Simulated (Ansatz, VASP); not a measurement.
# InRu2 in VASP and in Ansatz

```
In Ru
1.0
     2.53773    0.00000    0.00000
    -1.26886    2.19774    0.00000
     0.00000    0.00000   12.49112
In Ru
1 2
Direct
  0.00000 0.00000 0.00000
  0.33333 0.66667 0.89786
  0.33333 0.66667 0.10214
```

Change from the starting cell: species swapped into the Te2Mo type (P-6m2, No. 187).

Alike in both runs: task single point; functional PBE; k mesh 6 × 6 × 2; occupations gaussian, width 0.1 eV; no spin polarisation.

|  | VASP | Ansatz |
| --- | --- | --- |
| version | VASP 6.6.1 | Ansatz 0.2.0 |
| potentials or method | VASP PAW PBE potentials, release 64 (In_d, Ru_pv) | scalar-relativistic, plane waves, PAW |
| plane-wave cutoff (eV) | 520 | 420 |
| valence electrons in the cell | 41 | 45 |

```tsv
	VASP	Ansatz	Ansatz less VASP
gap on the k mesh at the Fermi level (eV)	none	none	-
rms of the force components (eV/Å)	21.671	21.966	+0.2952
```

Atom by atom the forces differ by 0.295 eV/Å (rms over components). A gap of «none» marks a metal or a gap that the smearing closes. The functional is the same, so the differences come from potentials, cutoffs and numerics. The two sets of potentials don't hold the same shells in valence.

Caveats: the k mesh is coarse (spacing up to 0.48 Å⁻¹), so the values aren't converged; the cell as given lies far from equilibrium.
